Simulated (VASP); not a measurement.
Here is the system:

```
HfTe
1.0
    0.00000     3.18229     3.18229
    3.18229     0.00000     3.18229
    3.18229     3.18229     0.00000
Hf Te
1 1
Direct
  0.00000   0.00000   0.00000
  0.25000   0.25000   0.25000
```

All values below come from PBEsol GGA, VASP's PBE PAW potentials (set 64) (plane waves; VASP). Run with 400 eV cut-off, 9×9×9 Γ-centred mesh, first-order Methfessel-Paxton smearing of 0.10 eV, potentials Hf_pv Te.

Unless said otherwise, spin-orbit coupling is left out, though it shifts the bands of the heavy elements here.

Question: Estimate the energy per atom (σ→0), band gap (on the k-mesh) with the smallest direct gap where there is one.

Answer: 
| Item | Result |
|---|---|
| band gap (on the k-mesh) | none (metal, semimetal or under 0.01 eV) |
| energy per atom (σ→0) | -6760 meV/atom |

The absolute energy has meaning only against runs of the same code, potentials and settings.

The structure was generated: HfTe was put into the zinc blende type (F-43m), which need not be its known phase. It was relaxed first, which changed the volume by -32 %. The start is the result of an earlier pass.
